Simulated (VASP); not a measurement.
Ga3BSb2:

```
CELL_PARAMETERS angstrom
4.35059 0.00000 0.00000
0.00000 4.35059 0.00000
0.00000 0.00000 6.88987
ATOMIC_POSITIONS crystal
Ga 0.50000 0.50000 0.77716
Ga 0.50000 0.50000 0.22284
Ga 0.00000 0.00000 0.00000
B 0.50000 0.50000 0.00000
Sb 0.00000 0.00000 0.50000
Sb 0.50000 0.50000 0.50000
```

The cell was built by a generator and needn't be a form met in nature.

```yaml
Program: VASP 6.6.1
Task: relaxation of cell and atoms
Functional: PBE
Potentials_or_basis: VASP PAW PBE potentials, release 64 (Ga_d, B, Sb)
Cutoff: 520 eV
k_mesh: 4 × 4 × 3
Occupations: gaussian, width 0.15 eV
Spin: no spin polarisation
```

At the start: pressure 49.2 GPa; volume 21.73 Å³/atom.

Problem. How do energy, volume and symmetry change on relaxing?

Solution. Over 14 steps the energy falls by 2010.2 meV/atom and the volume is 26.78 Å³/atom (+23.2 %); space group P4/mmm (No. 123, to 0.05 Å).

Step by step:
| step | energy change (eV) | largest force (eV/Å) | pressure (GPa) | volume (Å³) |
| --- | --- | --- | --- | --- |
| 1 | 0.0000 | 3.5324 | 49.24 | 130.41 |
| 2 | -4.7853 | 0.7952 | -13.20 | 259.39 |
| 3 | -11.6191 | 0.7068 | -3.73 | 187.65 |
| 4 | -11.6518 | 0.7505 | -3.54 | 185.88 |
| 5 | -11.7026 | 1.1558 | -1.84 | 178.14 |
| 6 | -11.7050 | 1.1162 | -2.39 | 180.11 |
| 7 | -11.9764 | 0.2397 | -1.44 | 170.69 |
| 8 | -12.0370 | 0.0387 | -1.03 | 166.47 |
| 9 | -12.0288 | 0.4862 | 0.66 | 158.14 |
| 10 | -12.0552 | 0.1306 | -0.44 | 163.15 |
| 11 | -12.0556 | 0.2655 | -0.45 | 162.60 |
| 12 | -12.0616 | 0.0266 | 0.57 | 160.40 |
| 13 | -12.0612 | 0.1469 | -0.12 | 160.84 |
| 14 | -12.0615 | 0.0505 | 0.32 | 160.66 |

Final structure:
```xyz
6
Lattice="4.1105 0.0000 0.0000 0.0000 4.1105 0.0000 0.0000 0.0000 9.5090" Properties=species:S:1:pos:R:3 pbc="T T T"
Ga    2.0552    2.0552    7.4709
Ga    2.0552    2.0552    2.0381
Ga    0.0000    0.0000    9.5090
B     2.0552    2.0552    9.5090
Sb    0.0000    0.0000    4.7545
Sb    2.0552    2.0552    4.7545
```

Caveat: the k mesh is coarse (spacing up to 0.36 Å⁻¹), so the values aren't converged; the volume moved by over 15 % at a fixed basis, so the end points are rough.
